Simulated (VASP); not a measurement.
# Li4H4Rh in VASP: further runs, part 2 of 2

VASP 6.6.1. Earlier steps stand in the parts before.

### Step 3. Single point, PBE

Contents of INCAR:

```
SYSTEM = Li4H4Rh
  PREC = Accurate
  ENCUT = 520
  EDIFF = 1E-6
  ISMEAR = -1
  SIGMA = 0.1
  LREAL = .False.
  LASPH = .True.
  NELM = 80
  ALGO = Normal
  ISIF = 2
  LWAVE = .False.
  LCHARG = .False.
  GGA = PE
  NBANDS = 26
```

Contents of KPOINTS:

```
regular mesh
0
Gamma
  3 4 3
  0 0 0
```

Contents of POSCAR:

```
Li4H4Rh
1.0
    4.7781740000     -0.2815280000     -0.2684210000
    0.4362040000      4.1680660000     -0.8468150000
   -0.5551300000      0.8600140000      4.5452190000
Li H Rh
4 4 1
Direct
    0.5358300713      0.9719958216      0.3681782298
    0.7264964906      0.1425842944      0.9252400014
    0.0868308121      0.1193391249      0.5670616475
    0.3926827110      0.5978709048      0.7329436351
    0.4875490500      0.4659856287      0.2535550044
    0.7916857199      0.7939171333      0.7295749687
    0.3220433084      1.0366714184      0.9284945553
    0.9847967567      0.6538707907      0.3837359044
    0.1248538930      0.5401932247      0.1715563392
```

Potentials or basis: VASP PAW PBE potentials, release 64 (Li_sv, H, Rh_pv).

On the command line:

```bash
cat potpaw_PBE.64/Li_sv/POTCAR potpaw_PBE.64/H/POTCAR potpaw_PBE.64/Rh_pv/POTCAR > POTCAR
mpirun -np 1 vasp_std > vasp.out
```

Wall time 65 s (1 thread of AMD EPYC 7R13 (Zen 3), shared host); peak memory 0.18 GiB.

It converged, with:

- Free energy: -27.8292 eV
- Largest force: 6.177 eV/Å
- Band gap on the k mesh: none (metal or under the smearing width)

Forces in eV/Å, atoms in the order of the input:
```
Li  -0.128 -0.444 -0.553
Li   0.051 -0.044  0.676
Li  -0.367 -0.282 -0.107
Li   0.272  0.423 -0.073
H   -0.401  0.302  0.232
H   -0.104  0.090  0.072
H    0.008  0.315 -0.204
H   -2.831  2.951  3.820
Rh   3.502 -3.311 -3.863
```

Levels at points of the mesh, in eV from the Fermi level:
| k point | band 11 | band 12 | band 13 | band 14 | band 15 | band 16 | band 17 | band 18 | band 19 | band 20 |
| --- | --- | --- | --- | --- | --- | --- | --- | --- | --- | --- |
| (0.00, 0.00, 0.00) | -3.18 | -1.80 | -1.64 | -1.40 | -1.09 | 1.20 | 1.29 | 2.48 | 3.01 | 4.15 |
| (0.00, 0.50, 0.00) | -2.81 | -2.16 | -1.78 | -1.05 | -0.70 | 1.42 | 1.51 | 1.76 | 3.22 | 3.87 |

Caveat: the k mesh is coarse (spacing up to 0.46 Å⁻¹), so the values aren't converged; the cutoff is under 1.25 times the usual one of these potentials, so pressure, stress and relaxed cells hold a basis-set (Pulay) error.

### Step 4. Single point, PBE

Contents of INCAR:

```
PREC     = Accurate       # precision mode
ENCUT    = 520            # plane-wave cutoff, eV
EDIFF    = 1E-6           # SCF threshold, eV
ISMEAR   = -1             # smearing method
SIGMA    = 0.1            # smearing width, eV
LREAL    = False          # projectors in reciprocal space
LASPH    = True           # aspherical terms in the spheres
NELM     = 80             # most SCF steps
ALGO     = Normal         # electronic algorithm
ISIF     = 2              # what is computed and relaxed
LWAVE    = False          # write WAVECAR
LCHARG   = True           # write CHGCAR
GGA      = PE             # functional
LELF     = True           # ELF
LVHAR    = True         
NBANDS   = 26             # bands
```

Contents of KPOINTS:

```
Automatic mesh
0
Gamma
  3 4 3
```

Contents of POSCAR:

```
Li4H4Rh
1.0
    4.7781740000     -0.2815280000     -0.2684210000
    0.4362040000      4.1680660000     -0.8468150000
   -0.5551300000      0.8600140000      4.5452190000
Li H Rh
4 4 1
Direct
    0.5362963669      0.9642879474      0.3592448912
    0.7227576352      0.1418081209      0.9285987256
    0.0887931717      0.1158630159      0.5638699679
    0.3954057584      0.6063740566      0.7387806519
    0.4174990441      0.4874674290      0.2659238734
    0.8035788602      0.8284210403      0.7443755305
    0.2830868331      1.0933341246      0.9103108536
    0.9744206469      0.6976898531      0.4504953881
    0.1258115183      0.5388935367      0.1710119103
```

On the command line:

```bash
cat potpaw_PBE.64/Li_sv/POTCAR potpaw_PBE.64/H/POTCAR potpaw_PBE.64/Rh_pv/POTCAR > POTCAR
mpirun -np 1 vasp_std > vasp.out
```

Run time: 56 s. Hardware: 1 thread of AMD EPYC 7R13 (Zen 3), shared host; peak memory 0.17 GiB.

Results (log left out):

| Item | Value |
| --- | --- |
| Free energy | -28.0073 eV |
| Largest force | 4.756 eV/Å |
| Band gap on the k mesh | none (metal or under the smearing width) |

Forces in eV/Å, atoms in the order of the input:
```
Li  -0.073 -0.363 -0.332
Li   0.000  0.422  0.636
Li  -0.546 -0.044 -0.453
Li   0.034  0.223 -0.095
H    4.422 -0.554  1.661
H   -0.410 -0.347 -0.029
H    0.324  0.697  0.423
H    0.649 -0.629 -0.769
Rh  -4.401  0.594 -1.042
```

Levels at points of the mesh, in eV from the Fermi level:
| k point | band 11 | band 12 | band 13 | band 14 | band 15 | band 16 | band 17 | band 18 | band 19 | band 20 |
| --- | --- | --- | --- | --- | --- | --- | --- | --- | --- | --- |
| (0.00, 0.00, 0.00) | -3.11 | -2.01 | -1.74 | -1.66 | -1.23 | 1.09 | 1.25 | 2.54 | 2.77 | 4.20 |
| (0.00, 0.50, 0.00) | -2.56 | -2.27 | -1.85 | -1.49 | -0.73 | 1.12 | 1.53 | 1.63 | 3.09 | 3.66 |

Caveat: the k mesh is coarse (spacing up to 0.46 Å⁻¹), so the values aren't converged; the cutoff is under 1.25 times the usual one of these potentials, so pressure, stress and relaxed cells hold a basis-set (Pulay) error.

### Step 5. Molecular dynamics, PBE

Contents of INCAR:

```
  ALGO = Normal
  ANDERSEN_PROB = 0.0
  EDIFF = 1E-5
  ENCUT = 520
  GGA = PE
  IBRION = 0
  ISIF = 2
  ISMEAR = -1
  ISYM = 0
  LASPH = True
  LCHARG = True
  LREAL = False
  LWAVE = False
  MDALGO = 1
  NELM = 60
  NELMIN = 4
  NSW = 30
  POTIM = 0.5
  PREC = Accurate
  RANDOM_SEED = 239580 0 0
  SIGMA = 0.1
  TEBEG = 100.0
  TEEND = 100.0
```

Contents of KPOINTS:

```
k-points
0
Gamma
  3 4 3
```

Contents of POSCAR:

```
Li4H4Rh
1.0
    4.7781740000     -0.2815280000     -0.2684210000
    0.4362040000      4.1680660000     -0.8468150000
   -0.5551300000      0.8600140000      4.5452190000
Li H Rh
4 4 1
Direct
    0.5316940000      0.9787410000      0.3712710000
    0.7368740000      0.1399290000      0.9338600000
    0.0760600000      0.1198440000      0.5697030000
    0.3912740000      0.5912450000      0.7229740000
    0.5969840000      0.4425610000      0.2609920000
    0.7611590000      0.7480780000      0.7270790000
    0.3703020000      0.9791430000      0.9385360000
    0.9033990000      0.7004350000      0.4767170000
    0.1248060000      0.5411160000      0.1702030000
```

Potentials or basis: VASP PAW PBE potentials, release 64 (Li_sv, H, Rh_pv).

On the command line:

```bash
cat potpaw_PBE.64/Li_sv/POTCAR potpaw_PBE.64/H/POTCAR potpaw_PBE.64/Rh_pv/POTCAR > POTCAR
mpirun -np 1 vasp_std > vasp.out
```

OUTCAR:

```text
EDIFF = 1E-5
   ENCUT = 520
   GGA = PE
   IBRION = 0
   ISIF = 2
   ISMEAR = -1
   ISYM = 0
   LASPH = True
   LREAL = False
   NELM = 60
   NELMIN = 4
   NSW = 30
   POTIM = 0.5
   PREC = Accurate
   TEBEG = 100.0

 ion  position               nearest neighbor table
   1  0.532  0.979  0.371-   2 2.55   4 2.56   3 2.56   9 2.80
   2  0.737  0.140  0.934-   1 2.55   3 2.55   4 2.56   9 2.67
   3  0.076  0.120  0.570-   2 2.55   1 2.56   4 2.59   9 2.67
   4  0.391  0.591  0.723-   1 2.56   2 2.56   3 2.59   9 2.66   9 2.66
   5  0.597  0.443  0.261-
   6  0.761  0.748  0.727-
   7  0.370  0.979  0.939-
   8  0.903  0.700  0.477-   9 2.01
   9  0.125  0.541  0.170-   8 2.01   4 2.66   4 2.66   2 2.67   3 2.67   1 2.80

IMPORTANT INFORMATION: All symmetrisations will be switched off!
NOSYMM: (Re-)initialisation of all symmetry stuff for point group C_1.

[... 311 lines left out ...]

 number of electron      31.0000010 magnetization

------------------------ aborting loop because EDIFF is reached ----------------------------------------
[... 101 lines left out ...]
--------------------------------------- Ionic step       30  -------------------------------------------

 number of electron      31.0000013 magnetization

 Free energy of the ion-electron system (eV)
  ---------------------------------------------------
  ext. energy  EPLUGINS =         0.00000000
  ---------------------------------------------------
  free energy    TOTEN  =       -27.95636932 eV

  energy without entropy =      -27.89308943  energy(sigma->0) =      -27.92472937

 E-fermi :   2.6509     XC(G=0):  -8.7849

 val. band max:        2.5867486409   @ k =   0.3333   0.2500   0.3333
 cond. band min:       2.6732271146   @ k =   0.3333   0.5000   0.0000
 fundamental gap:      0.0864784737
 Fermi energy:         2.6508777336

 k-point     1 :       0.0000    0.0000    0.0000
  band No.  band energies     occupation
      1     -44.3192      2.00000
      2     -44.0483      2.00000
      3     -43.7989      2.00000
      4     -43.5693      2.00000
      5     -43.3611      2.00000
      6     -43.2381      2.00000
[... 468 lines left out ...]
  ENERGY OF THE ELECTRON-ION-THERMOSTAT SYSTEM (eV)
  ---------------------------------------------------
% ion-electron   TOTEN  =       -27.956369  see above
  kinetic energy EKIN   =         1.017708
  kin. lattice  EKIN_LAT=         0.000000  (temperature  984.16 K)
  nose potential ES     =         0.000000
  nose kinetic   EPS    =         0.000000
  ---------------------------------------------------
  total energy   ETOTAL =       -26.938662 eV
```

CONTCAR:

```text
Li4H4Rh
   1.00000000000000
     4.7781739999999999   -0.2815280000000000   -0.2684210000000000
     0.4362040000000000    4.1680659999999996   -0.8468150000000000
    -0.5551300000000000    0.8600139999999999    4.5452190000000003
  Li              H               Rh
     4     4     1
Direct
     0.5276988567093979    0.9794294217498661    0.3480589897926217
     0.7534985949928887    0.1339890430101382    0.9484490558739137
[... 19 lines left out ...]
  0.500000000000000
  0.10000000E+01  0.00000000E+00  0.00000000E+00  0.00000000E+00
  0.52726435E+00  0.97902640E+00  0.34668492E+00
  0.75406272E+00  0.13388276E+00  0.94964696E+00
  0.73707721E-01  0.96664291E-01  0.55795347E+00
  0.40955380E+00  0.60451998E+00  0.73949177E+00
  0.41924055E+00  0.47748419E+00  0.24886738E+00
  0.84876596E+00  0.78816668E+00  0.80324205E+00
[... 19 lines left out ...]
  0.00000000E+00  0.00000000E+00  0.00000000E+00
  0.00000000E+00  0.00000000E+00  0.00000000E+00
```

Wall time 4.7 min (1 thread of AMD EPYC 7R13 (Zen 3), shared host); peak memory 0.21 GiB.

The path:
```tsv
step	potential energy change (eV)	largest force (eV/Å)	pressure (GPa)	volume (Å³)	temperature (K)
1	0.0000	1.6893	-6.60	93.71	104
2	-0.0170	1.6990	-6.57	93.71	121
3	-0.0447	1.7165	-6.57	93.71	148
4	-0.0833	1.7401	-6.61	93.71	185
5	-0.1330	1.7669	-6.59	93.71	233
6	-0.1941	1.7928	-6.60	93.71	292
7	-0.2668	1.8128	-6.55	93.71	362
8	-0.3510	1.8196	-6.54	93.71	444
9	-0.4464	1.8041	-6.44	93.71	536
10	-0.5516	1.7541	-6.37	93.71	638
11	-0.6645	1.6551	-6.15	93.71	746
12	-0.7811	1.4879	-5.98	93.71	859
13	-0.8958	1.2320	-5.60	93.71	969
14	-1.0009	1.1374	-5.29	93.71	1070
15	-1.0869	1.1218	-4.62	93.71	1152
16	-1.1430	1.5715	-4.06	93.71	1206
17	-1.1601	2.2716	-3.17	93.71	1222
18	-1.1339	3.1434	-2.18	93.71	1197
19	-1.0696	4.0985	-1.21	93.71	1136
20	-0.9851	4.9983	-0.19	93.71	1056
21	-0.9088	5.6619	0.73	93.71	984
22	-0.8691	5.9180	1.43	93.71	946
23	-0.8798	5.6843	1.84	93.71	956
24	-0.9306	5.0327	1.96	93.71	1003
25	-0.9927	4.2082	1.96	93.71	1061
26	-1.0343	3.5965	1.92	93.71	1100
27	-1.0376	3.5325	1.85	93.71	1103
28	-1.0048	4.0307	1.88	93.71	1073
29	-0.9543	4.4974	1.64	93.71	1026
30	-0.9102	4.6766	1.46	93.71	984
```

Caveat: the k mesh is coarse (spacing up to 0.46 Å⁻¹), so the values aren't converged; the cutoff is under 1.25 times the usual one of these potentials, so pressure, stress and relaxed cells hold a basis-set (Pulay) error.
